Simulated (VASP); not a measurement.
Consider the following.

```
CELL_PARAMETERS angstrom
      2.75419     0.00000     0.00000
     -1.37709     2.38519     0.00000
      0.00000     0.00000     4.42846
ATOMIC_POSITIONS crystal
  Mo 0.00000 0.00000 0.00000
  Ir 0.33333 0.66667 0.50000
```

Method: PBEsol GGA, VASP's PBE PAW potentials (set 64) (plane waves; VASP). Settings: 400 eV cut-off, Gaussian smearing of 0.050 eV, potentials Mo_sv Ir.

Q: Give the energies of bands 5 to 14 at the high-symmetry points, in eV from the Fermi level.

A: 
```
band      Γ      M      K      A      L      H
----  -----  -----  -----  -----  -----  -----
5     -9.50  -6.80  -5.72  -8.24  -6.90  -4.98
6     -6.36  -5.72  -4.77  -5.60  -6.21  -4.97
7     -3.20  -5.41  -4.23  -3.59  -5.00  -4.42
8     -3.20  -2.95  -4.08  -3.40  -3.90  -4.33
9     -2.16  -2.02  -3.51  -3.40  -1.75  -3.65
10    -1.37  -1.84  -1.92  -2.08  -0.18  -1.52
11    -1.37  -1.21  -0.37  -2.03   0.54  -0.78
12    -0.62   1.07   1.53  -2.03   1.29  -0.26
13    -0.62   3.20   2.17   0.76   1.43   1.32
14     0.69   4.31   2.31   0.76   2.93   2.88
```

It has no gap at this level: it comes out as a metal or semimetal.

The structure comes from a computed database's MoIr entry (P-6m2); how it stands against other phases isn't given here. It was relaxed first. The electron count is odd and the run is not spin-polarised, which forces a metal.
